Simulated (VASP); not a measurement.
Crystal: Rh.

```
CELL_PARAMETERS angstrom
0.00000 1.91480 1.91480
1.91480 0.00000 1.91480
1.91480 1.91480 0.00000
ATOMIC_POSITIONS crystal
Rh 0.00000 0.00000 0.00000
```

Program: VASP 6.6.1. Alike in all runs: task single point; no spin polarisation; cell as given; smearing methfessel-paxton 0.1 eV. Hardware: 4 MPI ranks on Intel(R) Xeon(R) 6975P-C (Granite Rapids) (shared host).

Order these runs on this cell by their wall time, lowest first.
A. level PBEsol; potentials or basis VASP PAW PBE potentials, release 64 (Rh_pv); k mesh 20 × 20 × 20; cutoff (eV) 300
B. level PBE0; potentials or basis VASP PAW PBE potentials, release 64 (Rh_pv); k mesh 11 × 11 × 11; cutoff (eV) 450; grid for exact exchange (PRECFOCK) Fast; exchange at q = 0 truncated
C. level LDA; potentials or basis VASP PAW LDA potentials, release 64 (Rh_pv); k mesh 20 × 20 × 20; cutoff (eV) 450
D. level r2SCAN; potentials or basis VASP PAW PBE potentials, release 64 (Rh_pv); k mesh 20 × 20 × 20; cutoff (eV) 450

A (2.2 s), C (4.8 s), D (26 s), B (1000 s).
